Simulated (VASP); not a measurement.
# ScBF6 (Pm-3m) in VASP: single point with PBE

Aim: the single point of ScBF6 with PBE.

Program: VASP 6.6.1. These are calculated values, not measurements. Logs are shortened: lines on timing, memory, paths and dates and some standing lists are left out, and cuts for length are marked.

## 1. The cell of the first run

It takes space group Pm-3m (No. 221, cubic). Conventional cell: a = 5.365 Å, b = 5.365 Å, c = 5.365 Å, α = 90.00°, β = 90.00°, γ = 90.00°. Around Sc (site symmetry m-3m) lie 24 F at 3.95 Å. Around B (site symmetry m-3m) lie 6 F at 1.58 Å. Around F (site symmetry 4mm) lie 1 B at 1.58 Å.

The cell was built by a generator and needn't be a form met in nature.

## 2. Single point, PBE (random cell by space group and Wyckoff sites (Pm-3m, No. 221))

File INCAR:

```
PREC = Accurate ; ENCUT = 520
EDIFF = 1E-7 ; ISMEAR = 0
SIGMA = 0.1 ; LREAL = False
LASPH = True ; NELM = 100
ALGO = Normal ; ISIF = 2
LWAVE = False ; LCHARG = False
GGA = PE ; NBANDS = 38
```

File KPOINTS:

```
Automatic mesh
0
Gamma
  4 4 4
```

File POSCAR:

```
ScBF6
1.0
    5.3653612455      0.0000000000      0.0000000000
    0.0000000000      5.3653612455      0.0000000000
    0.0000000000      0.0000000000      5.3653612455
Sc B F
1 1 6
Direct
    0.5000000000      0.5000000000      0.5000000000
    0.0000000000      0.0000000000      0.0000000000
    0.2945531746      0.0000000000      0.0000000000
    0.7054468254      0.0000000000      0.0000000000
    0.0000000000      0.2945531746      0.0000000000
    0.0000000000      0.7054468254      0.0000000000
    0.0000000000      0.0000000000      0.2945531746
    0.0000000000      0.0000000000      0.7054468254
```

Potentials or basis: VASP PAW PBE potentials, release 64 (Sc_sv, B, F).

On the command line:

```
$ cat potpaw_PBE.64/Sc_sv/POTCAR potpaw_PBE.64/B/POTCAR potpaw_PBE.64/F/POTCAR > POTCAR
$ mpirun -np 1 vasp_std > vasp.out
```

OUTCAR:

```text
PREC = Accurate
   ENCUT = 520
   EDIFF = 1E-7
   ISMEAR = 0
   LREAL = False
   LASPH = True
   NELM = 100
   ISIF = 2
   GGA = PE

 ion  position               nearest neighbor table
   1  0.500  0.500  0.500-
   2  0.000  0.000  0.000-   3 1.58   4 1.58   5 1.58   6 1.58   7 1.58   8 1.58
   3  0.295  0.000  0.000-   2 1.58
   4  0.705  0.000  0.000-   2 1.58
   5  0.000  0.295  0.000-   2 1.58
   6  0.000  0.705  0.000-   2 1.58
   7  0.000  0.000  0.295-   2 1.58
   8  0.000  0.000  0.705-   2 1.58

  LATTYP: Found a simple cubic cell.
 ALAT       =     5.3653612455

  Lattice vectors:

 A1 = (   5.3653612455,   0.0000000000,   0.0000000000)
 A2 = (   0.0000000000,   5.3653612455,   0.0000000000)
 A3 = (   0.0000000000,   0.0000000000,   5.3653612455)

Analysis of symmetry for initial positions (statically):
=====================================================================
 Subroutine PRICEL returns:
 Original cell was already a primitive cell.

 Routine SETGRP: Setting up the symmetry group for a
 simple cubic supercell.

 Subroutine GETGRP returns: Found 48 space group operations
 (whereof 48 operations were pure point group operations)
 out of a pool of 48 trial point group operations.

The static configuration has the point symmetry O_h .

Analysis of symmetry for dynamics (positions and initial velocities):
=====================================================================
 Subroutine PRICEL returns:
 Original cell was already a primitive cell.

 Routine SETGRP: Setting up the symmetry group for a
 simple cubic supercell.

 Subroutine GETGRP returns: Found 48 space group operations
 (whereof 48 operations were pure point group operations)
 out of a pool of 48 trial point group operations.

The dynamic configuration has the point symmetry O_h .

 Subroutine INISYM returns: Found 48 space group operations
 (whereof 48 operations are pure point group operations),
 and found     1 'primitive' translations

----------------------------------------------------------------------------------------

                                     Primitive cell

  volume of cell :     154.4532

  direct lattice vectors                    reciprocal lattice vectors
     5.365361245  0.000000000  0.000000000     0.186380740  0.000000000  0.000000000
     0.000000000  5.365361245  0.000000000     0.000000000  0.186380740  0.000000000
     0.000000000  0.000000000  5.365361245     0.000000000  0.000000000  0.186380740

  length of vectors
     5.365361245  5.365361245  5.365361245     0.186380740  0.186380740  0.186380740

  position of ions in fractional coordinates (direct lattice)
     0.500000000  0.500000000  0.500000000
     0.000000000  0.000000000  0.000000000
     0.294553175  0.000000000  0.000000000
     0.705446825  0.000000000  0.000000000
     0.000000000  0.294553175  0.000000000
     0.000000000  0.705446825  0.000000000
     0.000000000  0.000000000  0.294553175
     0.000000000  0.000000000  0.705446825

  ion indices of the primitive-cell ions
   primitive index   ion index
                 1           1
                 2           2
                 3           3
                 4           4
                 5           5
                 6           6
                 7           7
                 8           8

----------------------------------------------------------------------------------------

 KPOINTS: Automatic mesh

Automatic generation of k-mesh.
 Grid dimensions read from file:
 generate k-points for:    4    4    4

 Generating k-lattice:

  Cartesian coordinates                     Fractional coordinates (reciprocal lattice)
     0.046595185  0.000000000  0.000000000     0.250000000  0.000000000  0.000000000
     0.000000000  0.046595185  0.000000000     0.000000000  0.250000000  0.000000000
     0.000000000  0.000000000  0.046595185     0.000000000  0.000000000  0.250000000

  Length of vectors
     0.046595185  0.046595185  0.046595185

  Shift w.r.t. Gamma in fractional coordinates (k-lattice)
     0.000000000  0.000000000  0.000000000

 Subroutine IBZKPT returns following result:
 ===========================================

 Found     10 irreducible k-points:

 Following reciprocal coordinates:
            Coordinates               Weight
  0.000000  0.000000  0.000000      1.000000
  0.250000  0.000000  0.000000      6.000000
  0.500000  0.000000  0.000000      3.000000
  0.250000  0.250000  0.000000     12.000000
  0.500000  0.250000  0.000000     12.000000
  0.500000  0.500000  0.000000      3.000000
  0.250000  0.250000  0.250000      8.000000
  0.500000  0.250000  0.250000     12.000000
  0.500000  0.500000  0.250000      6.000000
  0.500000  0.500000  0.500000      1.000000
   k-points           NKPTS =     10   k-points in BZ     NKDIM =     10   number of bands    NBANDS=     38
   number of dos      NEDOS =    301   number of ions     NIONS =      8
   total plane-waves  NPLWV =  64000
   dimension x,y,z NGX =    40 NGY =   40 NGZ =   40
   dimension x,y,z NGXF=    80 NGYF=   80 NGZF=   80
   ions per type =               1   1   6
   NGX,Y,Z   is equivalent  to a cutoff of  12.39, 12.39, 12.39 a.u.
   NGXF,Y,Z  is equivalent  to a cutoff of  24.79, 24.79, 24.79 a.u.
 SYSTEM =  unknown system
   PREC   = accura    normal or accurate (medium, high low for compatibility)
   ISTART =      0    job   : 0-new  1-cont  2-samecut
   ICHARG =      2    charge: 1-file 2-atom 10-const
   ISPIN  =      1    spin polarized calculation?
   LNONCOLLINEAR =      F non collinear calculations
   LSORBIT =      F    spin-orbit coupling
   LASPH  =      T    aspherical Exc in radial PAW
   ENCUT  =  520.0 eV  38.22 Ry    6.18 a.u.   9.98  9.98  9.98*2*pi/ulx,y,z
   NELM   =    100;   NELMIN=  2; NELMDL= -5     # of ELM steps
   EDIFF  = 0.1E-06   stopping-criterion for ELM
   LREAL  =      F    real-space projection
   EDIFFG = 0.1E-05   stopping-criterion for IOM
   NSW    =      0    number of steps for IOM
   IBRION =     -1    ionic relax: 0-MD 1-quasi-New 2-CG
   NFREE  =      0    steps in history (QN), initial steepest desc. (CG)
   ISIF   =      2    stress and relaxation
   ISYM   =      2    0-nonsym 1-usesym 2-fastsym
   POTIM  = 0.5000    time-step for ionic-motion
   TEBEG  =    0.0;   TEEND  =   0.0 temperature during run
   PSTRESS=    0.0 pullay stress
   NELECT =      56.0000    total number of electrons
   NUPDOWN=      -1.0000    fix difference up-down
   EMIN   =  10.00;   EMAX   =-10.00  energy-range for DOS
   EFERMI =   0.00;   METHOD = LEGACY
   ISMEAR =     0;   SIGMA  =   0.10  broadening in eV -4-tet -1-fermi 0-gaus
   EFERMI_NEDOS =   21; number of points for ismear=-14 and -15
   IALGO  =     38    algorithm
   IMIX   =      4    mixing-type and parameters
     AMIX     =   0.40;   BMIX     =  1.00
     AMIX_MAG =   1.60;   BMIX_MAG =  1.00
  volume/ion in A,a.u.               =      19.31       130.29
  Fermi-wavevector in a.u.,A,eV,Ry     =   1.167361  2.205993 18.541093  1.362732
  Thomas-Fermi vector in A             =   2.303862
   LORBIT       =      0    0 simple, 1 ext, 2 COOP (PROOUT), +10 PAW based schemes
   GGA     = PE    functional components
   LHFCALC =     F    Hartree Fock is set to
   AEXX    =    0.0000 exact exchange contribution
   IVDW    =     0    specifies the selected vdW correction
   LEPSILON=     F    determine dielectric tensor
   LRPA    =     F    only Hartree local field effects (RPA)
 non-spin polarized calculation
 Gauss-broadening in eV      SIGMA  =   0.10
  energy-cutoff  :      520.00
  volume of cell :      154.45
 maximum number of plane-waves:      4224
 NGX is ok and might be reduce to    40
   NGX = 19   NGY = 19   NGZ = 19

 number of electron      55.9999954 magnetization

 Free energy of the ion-electron system (eV)
  ---------------------------------------------------
  ext. energy  EPLUGINS =         0.00000000
  ---------------------------------------------------
  free energy    TOTEN  =       -33.23744980 eV

  energy without entropy =      -33.10822549  energy(sigma->0) =      -33.17283764

 E-fermi :  -1.7637     XC(G=0):  -7.0574

 val. band max:       -1.7826896414   @ k =   0.0000   0.0000   0.0000
 cond. band min:      -1.7603276851   @ k =   0.2500   0.0000   0.0000
 fundamental gap:      0.0223619563
 Fermi energy:        -1.7637392920

 k-point     1 :       0.0000    0.0000    0.0000
  band No.  band energies     occupation
      1     -53.9756      2.00000
      2     -32.5421      2.00000
      3     -32.5421      2.00000
      4     -32.5421      2.00000
      5     -24.4006      2.00000
      6     -22.4773      2.00000
[... 30 lines left out ...]
     37       4.6457      0.00000
     38       6.9645      0.00000

 k-point     2 :       0.2500    0.0000    0.0000
  band No.  band energies     occupation
      1     -53.9756      2.00000
      2     -32.5422      2.00000
      3     -32.5421      2.00000
      4     -32.5421      2.00000
      5     -24.3572      2.00000
      6     -22.7265      2.00000
[... 30 lines left out ...]
     37       4.6903      0.00000
     38       7.1328      0.00000

 k-point     3 :       0.5000    0.0000    0.0000
  band No.  band energies     occupation
      1     -53.9756      2.00000
      2     -32.5423      2.00000
      3     -32.5421      2.00000
      4     -32.5421      2.00000
      5     -24.3084      2.00000
      6     -22.9014      2.00000
[... 30 lines left out ...]
     37       4.7375      0.00000
     38       7.3304      0.00000

 k-point     4 :       0.2500    0.2500    0.0000
  band No.  band energies     occupation
      1     -53.9756      2.00000
      2     -32.5422      2.00000
      3     -32.5422      2.00000
      4     -32.5421      2.00000
      5     -24.3118      2.00000
      6     -22.7444      2.00000
[... 30 lines left out ...]
     37       4.7105      0.00000
     38       7.6630      0.00000

 k-point     5 :       0.5000    0.2500    0.0000
  band No.  band energies     occupation
      1     -53.9756      2.00000
      2     -32.5423      2.00000
      3     -32.5422      2.00000
      4     -32.5421      2.00000
      5     -24.2606      2.00000
      6     -22.9013      2.00000
[... 30 lines left out ...]
     37       4.7312      0.00000
     38       7.9482      0.00000

 k-point     6 :       0.5000    0.5000    0.0000
  band No.  band energies     occupation
      1     -53.9756      2.00000
      2     -32.5423      2.00000
      3     -32.5423      2.00000
      4     -32.5421      2.00000
      5     -24.2061      2.00000
      6     -22.9012      2.00000
[... 30 lines left out ...]
     37       4.7244      0.00000
     38       7.5259      0.00000

 k-point     7 :       0.2500    0.2500    0.2500
  band No.  band energies     occupation
      1     -53.9756      2.00000
      2     -32.5422      2.00000
      3     -32.5422      2.00000
      4     -32.5422      2.00000
      5     -24.2645      2.00000
      6     -22.7443      2.00000
[... 30 lines left out ...]
     37       3.7313      0.00000
     38       8.7762      0.00000

 k-point     8 :       0.5000    0.2500    0.2500
  band No.  band energies     occupation
      1     -53.9756      2.00000
      2     -32.5423      2.00000
      3     -32.5422      2.00000
      4     -32.5422      2.00000
      5     -24.2102      2.00000
      6     -22.9012      2.00000
[... 30 lines left out ...]
     37       3.8278      0.00000
     38       8.2676      0.00000

 k-point     9 :       0.5000    0.5000    0.2500
  band No.  band energies     occupation
      1     -53.9756      2.00000
      2     -32.5423      2.00000
      3     -32.5423      2.00000
      4     -32.5422      2.00000
      5     -24.1519      2.00000
      6     -22.9008      2.00000
[... 30 lines left out ...]
     37       3.8822      0.00000
     38       7.7789      0.00000

 k-point    10 :       0.5000    0.5000    0.5000
  band No.  band energies     occupation
      1     -53.9756      2.00000
      2     -32.5423      2.00000
      3     -32.5423      2.00000
      4     -32.5423      2.00000
      5     -24.0891      2.00000
      6     -22.9011      2.00000
[... 30 lines left out ...]
     37       3.2535      0.00000
     38       8.1213      0.00000

------------------------ aborting loop because EDIFF is reached ----------------------------------------

  FORCE on cell =-STRESS in cart. coord.  units (eV):
  Direction    XX          YY          ZZ          XY          YZ          ZX
  --------------------------------------------------------------------------------------
  -------------------------------------------------------------------------------------
  Total       -0.0340175     -0.0340175     -0.0340175      0.0000000      0.0000000     -0.0000000
  in kB       -0.3528715     -0.3528715     -0.3528715      0.0000000      0.0000000     -0.0000000
  external PRESSURE =      -0.3528715 kB  Pullay stress =       0.0000000 kB

 VOLUME and BASIS-vectors are now :
 -----------------------------------------------------------------------------
  energy-cutoff  :      520.00
  volume of cell :      154.45
      direct lattice vectors                 reciprocal lattice vectors
     5.365361245  0.000000000  0.000000000     0.186380740  0.000000000  0.000000000
     0.000000000  5.365361245  0.000000000     0.000000000  0.186380740  0.000000000
     0.000000000  0.000000000  5.365361245     0.000000000  0.000000000  0.186380740

 POSITION                                       TOTAL-FORCE (eV/Angst)
 -----------------------------------------------------------------------------------
      2.68268      2.68268      2.68268         0.000000     -0.000000      0.000000
      0.00000      0.00000      0.00000         0.000000     -0.000000      0.000000
      1.58038      0.00000      0.00000         0.068821     -0.000000     -0.000000
      3.78498      0.00000      0.00000        -0.068821     -0.000000      0.000000
      0.00000      1.58038      0.00000         0.000000      0.068821     -0.000000
      0.00000      3.78498      0.00000         0.000000     -0.068821      0.000000
      0.00000      0.00000      1.58038         0.000000     -0.000000      0.068821
      0.00000      0.00000      3.78498        -0.000000     -0.000000     -0.068821
 -----------------------------------------------------------------------------------
    total drift:                               -0.000000      0.000000      0.000000

  FREE ENERGIE OF THE ION-ELECTRON SYSTEM (eV)
  ---------------------------------------------------
  free  energy   TOTEN  =       -33.2374497999 eV

  energy  without entropy=      -33.1082254869  energy(sigma->0) =      -33.17283764
```

Wall time 3.5 min (1 thread of Intel Xeon Platinum 8488C (Sapphire Rapids), shared host); peak memory 0.25 GiB.

Results:

```yaml
Free_energy: -33.2374 eV
Pressure: 0.0 GPa
Largest_force: 0.069 eV/Å
Band_gap_on_the_k_mesh: none (metal or under the smearing width)
```

Forces in eV/Å, atoms in the order of the input:
```
Sc   0.000  0.000  0.000
B    0.000  0.000  0.000
F    0.069  0.000  0.000
F   -0.069  0.000  0.000
F    0.000  0.069  0.000
F    0.000 -0.069  0.000
F    0.000  0.000  0.069
F    0.000  0.000 -0.069
```
